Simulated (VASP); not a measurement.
Input:

```
Sr
1.0
    0.00000     2.95991     2.95991
    2.95991     0.00000     2.95991
    2.95991     2.95991     0.00000
Sr
1
Direct
  0.00000   0.00000   0.00000
```

All values below come from vdW-DF-cx, VASP's PBE PAW potentials (set 64) (plane waves; VASP). Settings: 520 eV cut-off, Gaussian smearing of 0.050 eV, potentials Sr_sv.

Task: Give the energies of bands 5 to 8 at the high-symmetry points, in eV from the Fermi level.

Result: 
```json
[
 {"band": "5", "Γ": "-3.76", "X": "-0.74", "U": "-0.16", "L": "-1.17", "W": "0.00"},
 {"band": "6", "Γ": "2.39", "X": "0.28", "U": "0.21", "L": "0.12", "W": "0.65"},
 {"band": "7", "Γ": "2.39", "X": "1.17", "U": "0.90", "L": "2.22", "W": "0.65"},
 {"band": "8", "Γ": "2.39", "X": "5.08", "U": "3.54", "L": "2.22", "W": "2.37"}
]
```

It has no gap at this level: it comes out as a metal or semimetal.

The compound is Sr in the fcc structure. It was relaxed first, which changed the volume by -8 %.
